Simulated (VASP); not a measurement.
**AlNi3: which input changes matter**

Which changes to a sound input spoil a run on AlNi3, which are harmless, and which give a warning? All runs use PBEsol. The start is a computed cell from the Materials Project.

Method: PBEsol, spin-polarised from a ferromagnetic start; plane waves and PAW (Al, Ni), in VASP 6.6.1.

This is a report of a sequence of runs, with most program output left out.

### Step 1. Starting point

It takes space group Pm-3m (No. 221, cubic). The conventional cell has a = 3.523 Å, b = 3.523 Å, c = 3.523 Å, α = 90.00°, β = 90.00°, γ = 90.00°. Nearest to Al lie 12 Ni at 2.49 Å. Ni has 4 Al at 2.49 Å and 8 Ni at 2.49 Å nearest. Farther neighbours are not listed.

As a file:

```cif
data_structure
_symmetry_space_group_name_H-M 'Pm-3m'
_symmetry_Int_Tables_number 221
_cell_length_a 3.5231
_cell_length_b 3.5231
_cell_length_c 3.5231
_cell_angle_alpha 90.000
_cell_angle_beta 90.000
_cell_angle_gamma 90.000
_cell_volume 43.73
loop_
_atom_site_label
_atom_site_type_symbol
_atom_site_symmetry_multiplicity
_atom_site_Wyckoff_symbol
_atom_site_fract_x
_atom_site_fract_y
_atom_site_fract_z
_atom_site_occupancy
Al1 Al 1 a 0.00000 0.00000 0.00000 1
Ni1 Ni 3 c 0.00000 0.50000 0.50000 1
```

### Step 2. Reference run

A single point gives energy, forces and stress at these settings. PBEsol restores the gradient expansion of exchange and is tuned for the cells of solids.

INCAR reads:

```
SYSTEM = AlNi3
PREC = Accurate
ENCUT = 400
EDIFF = 1E-06
NELM = 100
ISMEAR = -1
SIGMA = 0.05
LREAL = .FALSE.
ALGO = Normal
GGA = PS
NBANDS = 26
ISPIN = 2
MAGMOM = 0 1 1 1
LASPH = .TRUE.
LMAXMIX = 4
LORBIT = 11
LWAVE = .FALSE.
LCHARG = .FALSE.
KPAR = 4
ISIF = 2
```

POSCAR reads:

```
AlNi3
1.0
    3.5230547267      0.0000000000      0.0000000000
    0.0000000000      3.5230547267      0.0000000000
    0.0000000000      0.0000000000      3.5230547267
Al Ni
1 3
Direct
    0.0000000000      0.0000000000      0.0000000000
    0.0000000000      0.5000000000      0.5000000000
    0.5000000000      0.0000000000      0.5000000000
    0.5000000000      0.5000000000      0.0000000000
```

KPOINTS reads:

```
Automatic mesh
0
Gamma
6 6 6
0 0 0
```

Potentials, in the order of the species: Al and Ni (PBE family, release 64).

Run with:

```
$ mpirun -np 4 vasp_std
```

Run time: 4.6 s. Hardware: 4 MPI ranks of Intel Xeon 6975P-C (Granite Rapids), shared host; peak memory 0.6 GiB.

The magnetic state follows from one typed start and may not be the lowest. The k-mesh is coarse for a metal. The PAW data sets were made with PBE, which is usual practice but a small mismatch for other functionals.

Numbers from this step:

| Item | Value |
| --- | --- |
| electronic steps | 14 |
| electrons | 33 |
| bands | 26 |
| irreducible k points | 20 |
| symmetry operations | 48 |
| free energy (TOTEN) | -24.31 eV |
| energy at zero smearing | -24.30 eV |
| Fermi energy | 9.757 eV |
| pressure | -0.8272 GPa |
| moment of the cell, from the last line of the log | 0.6561 μB |
| metallic | yes |

Spin moment in the PAW sphere by atom:

```csv
atom,spin moment in the PAW sphere (μB)
Al1,-0.008
Ni2,0.231
Ni3,0.231
Ni4,0.231
```

The pressure is -0.83 GPa and the largest force 0.000 eV/Å, so the cell is not at a minimum at these settings.

### Step 3. A single point (PBEsol), changed input

A single point gives energy, forces and stress at these settings. Some settings are moved from the usual, to see what they do.

Changes to INCAR since step 2:

```diff
@@ -1,3 +1,3 @@
 SYSTEM = AlNi3
-PREC = Accurate
+PREC = Normal
 ENCUT = 400
@@ -13,3 +13,3 @@
 MAGMOM = 0 1 1 1
-LASPH = .TRUE.
+LASPH = .FALSE.
 LMAXMIX = 4
```

POSCAR is that of step 2.

KPOINTS is that of step 2.

Run with:

```
$ mpirun -np 4 vasp_std
```

The job ended after 2.8 s (4 MPI ranks; peak memory 0.51 GiB; 9.1 s of CPU time).

PREC = Normal changes the FFT grids. LASPH is off, so gradient terms of the non-spherical density inside the spheres are left out; for open d or f shells this can shift gaps and moments.

This step gave:

| Property | Result |
| --- | --- |
| energy at zero smearing | -24.29 eV |
| Fermi energy | 9.752 eV |
| pressure | -0.8804 GPa |
| moment of the cell, from the last line of the log | 0.6315 μB |

Against the reference run the energy at zero smearing moves by +1.40 meV an atom and the pressure by -0.05 GPa.

### Step 4. Total energy, forces and stress (PBEsol), changed input

This run is made with a changed input; what comes of it follows.

INCAR reads:

```
SYSTEM = AlNi3
PREC = Accurate
ENCUT = 400
EDIFF = 1E-06
NELM = 97
ISMEAR = -1
SIGMA = 0.05
LREAL = .FALSE.
ALGO = Normal
GGA = PS
NBANDS = 26
ISPIN = 2
MAGMOM = 0 1 1 1
LASPH = .TRUE.
LMAXMIX = 4
LORBIT = 11
LWAVE = .FALSE.
LCHARG = .FALSE.
KPAR = 4
ISIF = 2
```

POSCAR reads:

```
AlNi3
1.0
    6.6576100000      0.0000000000      0.0000000000
    0.0000000000      6.6576100000      0.0000000000
    0.0000000000      0.0000000000      6.6576100000
Al Ni
1 3
Direct
    0.0000000000      0.0000000000      0.0000000000
    0.0000000000      0.5000000000      0.5000000000
    0.5000000000      0.0000000000      0.5000000000
    0.5000000000      0.5000000000      0.0000000000
```

KPOINTS reads:

```
Automatic mesh
0
Gamma
3 3 3
0 0 0
```

Run with:

```
$ mpirun -np 4 vasp_std
```

Elapsed: 23 s, on 4 MPI ranks; peak memory 1.6 GiB.

The run converged, but on settings that are not sound, so its numbers are not to be trusted.

The fault in the input: cell typed in bohr. POSCAR is in ångström: multiply bohr by 0.529.

### Step 5. Total energy, forces and stress (PBEsol), changed input, try 2

Changes to INCAR since step 4:

```diff
@@ -4,3 +4,3 @@
 EDIFF = 1E-06
-NELM = 97
+NELM = 100
 ISMEAR = -1
@@ -20 +20,2 @@
 ISIF = 2
+ISYM = 0
```

POSCAR reads:

```
AlNi3
1.0
    3.5230547267      0.0000000000      0.0000000000
    0.0000000000      3.5230547267      0.0000000000
    0.0000000000      0.0000000000      3.5230547267
Al Ni
1 3
Direct
    0.0000000000      0.0000000000      0.0000000000
    0.0000000000      0.5000000000      0.5000000000
    0.5000000000      0.0000000000      0.5000000000
    0.5000000000      0.5000000000      0.0000000000
```

KPOINTS reads:

```
Automatic mesh
0
Gamma
6 6 6
0 0 0
```

Run with:

```
$ mpirun -np 4 vasp_std
```

It took 14 s on 4 MPI ranks; peak memory 0.94 GiB; 53 s of CPU time.

ISYM = 0 switches symmetry off, which costs time and should not change a single point.

Numbers from this step:

```
electronic steps                                  : 15
irreducible k points                              : 112
energy at zero smearing                           : -24.30 eV
Fermi energy                                      : 9.757 eV
pressure                                          : -0.8676 GPa
moment of the cell, from the last line of the log : 0.656 μB
```

Against the reference run the energy at zero smearing moves by +0.00 meV an atom and the pressure by -0.04 GPa.

### Step 6. Relaxing cell and atoms (PBEsol), changed input

Properties are meant for the cell that this level of theory prefers, so cell and atoms are relaxed first (ISIF = 3) until forces and stress are small; EDIFFG sets the threshold. Some settings are moved from the usual, to see what they do.

Changes to INCAR since step 5:

```diff
@@ -5,4 +5,4 @@
 NELM = 100
-ISMEAR = -1
-SIGMA = 0.05
+ISMEAR = 0
+SIGMA = 0.1
 LREAL = .FALSE.
@@ -19,3 +19,6 @@
 KPAR = 4
-ISIF = 2
-ISYM = 0
+IBRION = 2
+NSW = 60
+ISIF = 3
+EDIFFG = -0.01
+ADDGRID = .TRUE.
```

POSCAR is that of step 5.

KPOINTS is that of step 5.

Run with:

```
$ mpirun -np 4 vasp_std
```

Wall time 16 s (4 MPI ranks); peak memory 0.78 GiB; 61 s of CPU time.

The run keeps the 48 symmetry operations of its start, so it cannot find a distortion of lower symmetry.

Step by step:

```csv
step,energy less that of the first step (eV),largest force (eV/Å),pressure (GPa),volume (Å³)
1,0.0000,0.0000,-0.86,43.73
2,-0.0003,0.0000,0.78,43.36
3,-0.0007,0.0000,0.06,43.51
```

| conventional cell, symmetrised | before | after | change |
| --- | --- | --- | --- |
| a (Å) | 3.523 | 3.517 | -0.2 % |
| b (Å) | 3.523 | 3.517 | -0.2 % |
| c (Å) | 3.523 | 3.517 | -0.2 % |
| volume (Å³/atom) | 10.93 | 10.88 | -0.5 % |

The relaxed structure:

```xyz
4
Lattice="3.5171 0.0000 0.0000 0.0000 3.5171 0.0000 0.0000 0.0000 3.5171" Properties=species:S:1:pos:R:3 pbc="T T T"
Al    0.0000    0.0000    0.0000
Ni    0.0000    1.7585    1.7585
Ni    1.7585    0.0000    1.7585
Ni    1.7585    1.7585    0.0000
```

Numbers from this step:

```yaml
irreducible_k_points: 20
fermi_energy: 9.828 eV
pressure: 0.06291 GPa
moment_of_the_cell_from_the_last_line_of_the_log: 0.6929 μB
scf_cycles_over_all_ionic_steps: 26
```

It ends with forces that vanish by symmetry and a pressure of 0.06 GPa.

### Step 7. Relaxing cell and atoms (PBEsol), changed input, try 2

INCAR reads:

```
SYSTEM = AlNi3
PREC = Accurate
ENCUT = 400
EDIFF = 1E-06
NELM = 98
ISMEAR = -1
SIGMA = 0.05
LREAL = .FALSE.
ALGO = Normal
GGA = PS
NBANDS = 26
ISPIN = 2
MAGMOM = 1.0 1.0 1.0
LASPH = .TRUE.
LMAXMIX = 4
LORBIT = 11
LWAVE = .FALSE.
LCHARG = .FALSE.
KPAR = 4
IBRION = 2
NSW = 30
ISIF = 3
EDIFFG = -0.01
```

POSCAR is that of step 6.

KPOINTS is that of step 6.

Run with:

```
$ mpirun -np 4 vasp_std
```

Wall time 4.6 s (4 MPI ranks).

The input was rejected at the start.

VASP's message: “ERROR: You have set 3 value(s) for MAGMOM; however for spin-polarized calculations (ISPIN=2), MAGMOM has to be a list of”. No number of this run is used.

The fault in the input: wrong count of starting moments (ISPIN = 2 and MAGMOM = "1.0 1.0 1.0"). MAGMOM needs one number an atom.

### Step 8. A single point (PBEsol), changed input, try 2

INCAR reads:

```
SYSTEM = AlNi3
PREC = Accurate
ENCUT = 400
EDIFF = 1E-06
NELM = 100
ISMEAR = 0
SIGMA = 0.1
LREAL = .FALSE.
ALGO = Normal
GGA = PS
NBANDS = 26
ISPIN = 2
MAGMOM = 0 1 1 1
LASPH = .TRUE.
LMAXMIX = 4
LORBIT = 11
LWAVE = .FALSE.
LCHARG = .FALSE.
KPAR = 4
ISIF = 2
ISYM = 1
```

POSCAR is that of step 7.

KPOINTS is that of step 7.

Run with:

```
$ mpirun -np 4 vasp_std
```

It took 4.2 s on 4 MPI ranks; peak memory 0.6 GiB; 14 s of CPU time.

This step gave:

```
electronic steps                                  : 13
free energy (TOTEN)                               : -24.30 eV
Fermi energy                                      : 9.757 eV
pressure                                          : -0.8584 GPa
moment of the cell, from the last line of the log : 0.6964 μB
```

Against the reference run the energy at zero smearing moves by -0.14 meV an atom and the pressure by -0.03 GPa.

### Step 9. Full relaxation (PBEsol)

Properties are meant for the cell that this level of theory prefers, so cell and atoms are relaxed first (ISIF = 3) until forces and stress are small; EDIFFG sets the threshold.

Changes to INCAR since step 8:

```diff
@@ -5,4 +5,4 @@
 NELM = 100
-ISMEAR = 0
-SIGMA = 0.1
+ISMEAR = -1
+SIGMA = 0.05
 LREAL = .FALSE.
@@ -19,3 +19,5 @@
 KPAR = 4
-ISIF = 2
-ISYM = 1
+IBRION = 2
+NSW = 60
+ISIF = 3
+EDIFFG = -0.01
```

POSCAR is that of step 8.

KPOINTS is that of step 8.

Run with:

```
$ mpirun -np 4 vasp_std
```

The job ended after 9 s (4 MPI ranks; peak memory 0.61 GiB; 34 s of CPU time).

Relaxation path:

```csv
step,energy less that of the first step (eV),largest force (eV/Å),pressure (GPa),volume (Å³)
1,0.0000,0.0000,-0.83,43.73
2,-0.0004,0.0000,0.74,43.37
3,-0.0007,0.0000,0.04,43.50
```

```
conventional cell, symmetrised  before  after  change
                         a (Å)   3.523  3.517  -0.2 %
                         b (Å)   3.523  3.517  -0.2 %
                         c (Å)   3.523  3.517  -0.2 %
              volume (Å³/atom)   10.93  10.88  -0.5 %
```

Final coordinates:

```xyz
4
Lattice="3.5170 0.0000 0.0000 0.0000 3.5170 0.0000 0.0000 0.0000 3.5170" Properties=species:S:1:pos:R:3 pbc="T T T"
Al    0.0000    0.0000    0.0000
Ni    0.0000    1.7585    1.7585
Ni    1.7585    0.0000    1.7585
Ni    1.7585    1.7585    0.0000
```

Numbers from this step:

```
free energy (TOTEN)                               : -24.31 eV
Fermi energy                                      : 9.828 eV
pressure                                          : 0.04000 GPa
moment of the cell, from the last line of the log : 0.6516 μB
SCF cycles over all ionic steps                   : 27
```

It ends with forces that vanish by symmetry and a pressure of 0.04 GPa.

### Step 10. The runs together

| changed | job | ended | energy (meV/atom) | pressure (GPa) | volume (%) |
| --- | --- | --- | --- | --- | --- |
| PREC = Normal, LASPH = False (the default) | single point | converged | +1.40 | -0.05 | - |
| cell typed in bohr | single point | converged | - | - | - |
| ISYM = 0 | single point | converged | +0.00 | -0.04 | - |
| ISMEAR = 0, SIGMA = 0.1, ADDGRID = True | relaxation | converged | - | - | +0.0 |
| MAGMOM = 1.0 1.0 1.0 | relaxation | refused | - | - | - |
| ISMEAR = 0, SIGMA = 0.1, ISYM = 1 | single point | converged | -0.14 | -0.03 | - |

### Step 11. Results

```yaml
prec_normal_lasph_false_the_default_single_point: converged, +1.40 meV/atom
cell_typed_in_bohr_single_point: converged
isym_0_single_point: converged, +0.00 meV/atom
ismear_0_sigma_0p1_addgrid_true_relaxation: converged, volume +0.0 %
magmom_1p0_1p0_1p0_relaxation: refused
ismear_0_sigma_0p1_isym_1_single_point: converged, -0.14 meV/atom
```

Changes that show themselves, by a stop, a warning or no convergence: MAGMOM = 1.0 1.0 1.0. Changes that converge quietly but describe another system or model: cell typed in bohr. These are the ones to fear, since the run ends as usual. Changes with no effect beyond 1 meV an atom and 0.1 GPa here: ISYM = 0; ISMEAR = 0, SIGMA = 0.1, ISYM = 1. Differences of single points are from the reference run, and of volumes from the sound relaxation. The k-sampling is coarse for a metal, so the Fermi level, moments, pressures and the shape of the cell carry errors. Only the typed magnetic starts were tried, so the magnetic ground state may differ and with it the other results.

[Lines on the potential files, build, host, timing and source positions are cut from VASP's logs without a mark.]

[Logs are printed without paths, hosts, clocks, repeated set-up lines and the standing remarks that a program may print on its own settings, such as how far it seeks lower states.]

[Hosts, paths, dates, database ids (printed as entryN), source tags and the programs' standing remarks are cut or masked in the printed files.]

[A measured line is paired with the nearest computed mode of its activity, which favours agreement.]
